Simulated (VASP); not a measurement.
A convergence study with VASP on PbTe (rock salt): one setting is varied, all else stays as given below, so the limit is that of these other settings.

```
PbTe
1.0
    0.00000     3.23000     3.23000
    3.23000     0.00000     3.23000
    3.23000     3.23000     0.00000
Te Pb
1 1
Cartesian
  3.23000   3.23000   3.23000
  0.00000   0.00000   0.00000
```

These are LDA (Ceperley-Alder, Perdew-Zunger), VASP's LDA PAW potentials (set 64) (plane waves; VASP) values and carry that method's errors. The tightest run used: 550 eV cut-off, 12×12×12 Monkhorst-Pack mesh, Gaussian smearing of 0.050 eV, potentials Te Pb_d.

```csv
setting,E (eV/atom),pressure (GPa),irreducible k-points
1×1×1 mesh,-1.4676,22.69,1
2×2×2 mesh,-4.6689,-3.42,2
3×3×3 mesh,-4.4086,-1.69,4
```

Task: These are the cheaper rows. Estimate the results at 12×12×12 mesh, and how far the last row shown lies from them.

Result: 
```tsv
quantity	tightest run	last row shown is off by
E (eV/atom)	-4.3816	-0.0269
pressure (GPa)	-1.61	-0.08
```

Left out are rungs that failed or repeat a setting and relaxations that didn't move; long series are thinned to 24 rows.

The compound is PbTe in the rock salt structure. The cell was not relaxed at this level.
